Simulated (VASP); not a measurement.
**LuSi2Os2: single point with PBE**

The system is LuSi2Os2.

```
Os Lu Si
1.0
     4.00683   -0.19734    0.46374
    -0.68526    4.38211    0.48018
     0.89230    0.00884    5.39780
Os Lu Si
2 1 2
Direct
  0.17128 0.97380 0.59001
  0.84008 0.95354 0.09762
  0.18002 0.48343 0.24203
  0.52214 0.09321 0.85357
  0.63928 0.71079 0.56982
```

The cell was built by a generator and needn't be a form met in nature.

```json
{
  "Program": "VASP 6.6.1",
  "Task": "single point",
  "Functional": "PBE",
  "Potentials or basis": "VASP PAW PBE potentials, release 64 (Os, Lu, Si)",
  "Cutoff": "520 eV",
  "k mesh": "4 × 3 × 3",
  "Occupations": "methfessel-paxton, width 0.15 eV",
  "Spin": "no spin polarisation",
  "Dipole correction": "no",
  "Further INCAR settings": "ALGO = Fast; EDIFF = 1e-06; NBANDS = 32"
}
```

* Pressure: 2.2 GPa
* Largest force: 2.626 eV/Å
* Band gap on the k mesh: none (metal or under the smearing width)

Forces in eV/Å, atoms in the order of the input:
```
Os   0.327  0.418 -0.845
Os   1.646 -0.398  2.007
Lu   0.455  0.246 -0.331
Si  -1.109  0.712  0.021
Si  -1.318 -0.979 -0.851
```

Stress tensor (GPa, compression positive):
```
 1.71 -2.64  6.89
-2.64  3.53  4.11
 6.89  4.11  1.25
```

Levels at points of the mesh, in eV from the Fermi level:
| k point | band 22 | band 23 | band 24 | band 25 | band 26 | band 27 | band 28 | band 29 |
| --- | --- | --- | --- | --- | --- | --- | --- | --- |
| (0.00, 0.00, 0.00) | -1.45 | -0.82 | -0.11 | 0.45 | 0.84 | 1.68 | 1.99 | 3.53 |
| (0.50, 0.00, 0.00) | -1.86 | -1.50 | -1.33 | -0.71 | 0.53 | 1.81 | 2.12 | 2.48 |

Wall time 89 s on 1 thread of Intel(R) Xeon(R) 6975P-C (Granite Rapids), on a shared host, peak memory 0.25 GiB.

Caveat: the k mesh is coarse (spacing up to 0.48 Å⁻¹), so the values aren't converged. Spin-orbit coupling is left out, which matters for the levels of Lu, Os.
